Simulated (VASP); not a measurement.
OSZICAR of a VASP run on MnB₂ (atoms displaced from the space group 225 structure):

### OSZICAR
```
       N       E                     dE             d eps       ncg     rms          rms(c)
DAV:   1     0.103868147467E+03    0.10387E+03   -0.89622E+03  3812   0.117E+03
DAV:   2    -0.215769801370E+02   -0.12545E+03   -0.12128E+03  4053   0.311E+02
DAV:   3    -0.257002071851E+02   -0.41232E+01   -0.40382E+01  4789   0.608E+01
DAV:   4    -0.257484657770E+02   -0.48259E-01   -0.48008E-01  4333   0.662E+00
DAV:   5    -0.257491333759E+02   -0.66760E-03   -0.66744E-03  4781   0.794E-01    0.252E+01
DAV:   6    -0.323710424383E+02   -0.66219E+01   -0.76599E+01  4589   0.102E+02    0.331E+01
DAV:   7    -0.227304298500E+02    0.96406E+01   -0.42789E+01  4297   0.789E+01    0.488E+00
DAV:   8    -0.227919045181E+02   -0.61475E-01   -0.17549E+00  4417   0.102E+01    0.226E+00
DAV:   9    -0.227852773832E+02    0.66271E-02   -0.52256E-02  4993   0.198E+00    0.134E+00
DAV:  10    -0.227864888452E+02   -0.12115E-02   -0.22344E-02  4931   0.139E+00    0.295E-01
DAV:  11    -0.227862687957E+02    0.22005E-03   -0.27543E-03  4488   0.523E-01    0.101E-01
DAV:  12    -0.227862392237E+02    0.29572E-04   -0.18151E-04  4405   0.135E-01    0.492E-02
DAV:  13    -0.227862428541E+02   -0.36304E-05   -0.40205E-05  4620   0.498E-02    0.161E-02
DAV:  14    -0.227862420094E+02    0.84468E-06   -0.31537E-06  4002   0.177E-02
   1 F= -.22786242E+02 E0= -.22748729E+02  d E =-.750253E-01  mag=     1.3269
```

Question: Which electronic solver shows in the log?

Answer: It is blocked Davidson (ALGO = Normal, or the opening steps of other solvers). The INCAR had ALGO = Normal.

Question: How was spin treated?

Answer: Collinear spin (ISPIN = 2): the summary line carries one mag value, 1.33 μB in the cell.

Question: Can the final energy be trusted as converged?

Answer: The run converged. It stopped with EDIFF = 1E-6, NELM = 100 (LDA (Ceperley-Alder, Perdew-Zunger), plane waves, VASP's LDA PAW potentials (set 64)).  The moments were started parallel, and other spin orders were not tried in this run.

The structure was generated: MnB2 was put into an ordered model structure, which need not be its known phase. The cell was not relaxed at this level, atoms are displaced from their ideal sites. The k-mesh is coarse (spacing up to 0.44 per Å, 2π included), so the numbers may not be converged in it. The run is one of a series of settings (GGA removed, POTCAR Mn_pv B (LDA.64 set) against the base run), some of them coarse on purpose.
